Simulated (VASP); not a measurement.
Set up this calculation in VASP 6.6.1, as the native input.

| Property | Result |
| --- | --- |
| Task | band structure |
| Functional | PBE |
| Potentials or basis | VASP PAW PBE potentials, release 64 (B, C) |
| Cutoff | 520 eV |
| k mesh | 8 × 8 × 8 |
| Occupations | gaussian, width 0.1 eV |
| Spin | no spin polarisation |
| Further INCAR settings | ALGO = Fast; EDIFF = 1e-06; NBANDS = 32 |

The structure of B2C lies in POSCAR:

```
B2C
1.0
    6.0335820000     -1.9402000000      0.0000000000
    6.0335820000      1.9402000000      0.0000000000
   -0.2835600000      0.0000000000      3.8585000000
B C
8 4
Direct
    0.3088970000      0.5880600000      0.1692590000
    0.6746220000      0.1927910000      0.7909040000
    0.8072090000      0.3253780000      0.2090960000
    0.4119400000      0.6911030000      0.8307410000
    0.3440000000      0.2915590000      0.9745530000
    0.7082790000      0.8965710000      0.5844240000
    0.7084410000      0.6560000000      0.0254470000
    0.1034290000      0.2917210000      0.4155760000
    0.0336040000      0.9663960000      0.0000000000
    0.5312020000      0.4687980000      0.5000000000
    0.4799370000      0.0166980000      0.2496360000
    0.9833020000      0.5200630000      0.7503640000
```

The cell was built by a generator and needn't be a form met in nature.

The input as run:

INCAR

```
PREC = Accurate
ENCUT = 520
EDIFF = 1E-6
ISMEAR = 0
SIGMA = 0.1
LREAL = F
LASPH = T
NELM = 60
ALGO = Fast
ISIF = 2
LWAVE = F
LCHARG = F
GGA = PE
NBANDS = 32
KPAR = 2
```

KPOINTS

```
regular mesh
0
Gamma
  8 8 8
```

KPOINTS_OPT

```
path GYFLI,I1ZHF1,H1Y1XGN,MG
20
line-mode
reciprocal
 0.0000000000  0.0000000000  0.0000000000  G
 0.4961472900  0.4961472900 -0.9662928266  Y

 0.4961472900  0.4961472900 -0.9662928266  Y
-1.6192696184 -1.6192696184 -1.3098500801  F

-1.6192696184 -1.6192696184 -1.3098500801  F
 0.5000000000  0.5000000000 -0.5000000000  L

 0.5000000000  0.5000000000 -0.5000000000  L
 0.7299505681  0.2700494319 -0.5000000000  I

 0.2700494319 -0.2700494319  0.5000000000  I1
 0.0000000000  0.0000000000  0.5000000000  Z

 0.0000000000  0.0000000000  0.5000000000  Z
 2.6115641985  2.6115641985  0.3772644270  H

 2.6115641985  2.6115641985  0.3772644270  H
 2.6192696184  2.6192696184  0.3098500801  F1

-1.6115641985 -2.6115641985 -0.3772644270  H1
 0.5038527100 -0.4961472900 -0.0337071734  Y1

 0.5038527100 -0.4961472900 -0.0337071734  Y1
 0.5000000000 -0.5000000000  0.0000000000  X

 0.5000000000 -0.5000000000  0.0000000000  X
 0.0000000000  0.0000000000  0.0000000000  G

 0.0000000000  0.0000000000  0.0000000000  G
 0.5000000000  0.0000000000 -0.5000000000  N

 0.5000000000  0.0000000000  0.0000000000  M
 0.0000000000  0.0000000000  0.0000000000  G
```

Potentials or basis: VASP PAW PBE potentials, release 64 (B, C).

Command:

```bash
$ cat potpaw_PBE.64/B/POTCAR potpaw_PBE.64/C/POTCAR > POTCAR
$ mpirun -np 2 vasp_std > vasp.out
```

Results of the run:

| Item | Value |
| --- | --- |
| Pressure | 0.0 GPa |
| Largest force | 0.111 eV/Å |
| Band gap along the path | none (metal or under the smearing width) |

It took 5 min on 2 MPI ranks on Intel(R) Xeon(R) 6975P-C (Granite Rapids) (shared host), peak memory 0.65 GiB a rank.
